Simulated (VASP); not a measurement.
**TiSn: single point with PBEsol**

Crystal: TiSn.

```xyz
2
Lattice="0.0000 2.8100 2.8100 2.8100 0.0000 2.8100 2.8100 2.8100 0.0000" Properties=species:S:1:pos:R:3 pbc="T T T"
Ti    0.0000    0.0000    0.0000
Sn    2.8100    2.8100    2.8100
```

The cell comes from a database or a generator and needn't be the stable form of this composition.

- Program: VASP 6.6.1
- Task: single point
- Functional: PBEsol
- Potentials or basis: VASP PAW PBE potentials, release 64 (Ti_sv, Sn_d)
- Cutoff: 520 eV
- k mesh: 6 × 6 × 6
- Occupations: gaussian, width 0.05 eV
- Spin: no spin polarisation

```
Pressure               : -4.4 GPa
Band gap on the k mesh : none (metal or under the smearing width)
```

Levels at points of the mesh, in eV from the Fermi level:
| k point | band 10 | band 11 | band 12 | band 13 | band 14 | band 15 | band 16 | band 17 |
| --- | --- | --- | --- | --- | --- | --- | --- | --- |
| (0.00, 0.00, 0.00) | -9.56 | 0.17 | 0.17 | 0.17 | 0.55 | 0.55 | 3.36 | 3.36 |
| (0.50, 0.00, 0.00) | -6.96 | -4.50 | -1.35 | -1.35 | 1.03 | 1.03 | 1.47 | 5.34 |
| (0.50, 0.50, 0.00) | -6.87 | -3.26 | -0.89 | 0.25 | 0.25 | 0.95 | 1.35 | 1.35 |

Wall time 13 s on 1 thread of Intel(R) Xeon(R) Platinum 8488C (Sapphire Rapids), with other jobs on the host, peak memory 0.16 GiB.

Caveat: the PAW data sets were made with another functional, which shifts forces and pressure a little.
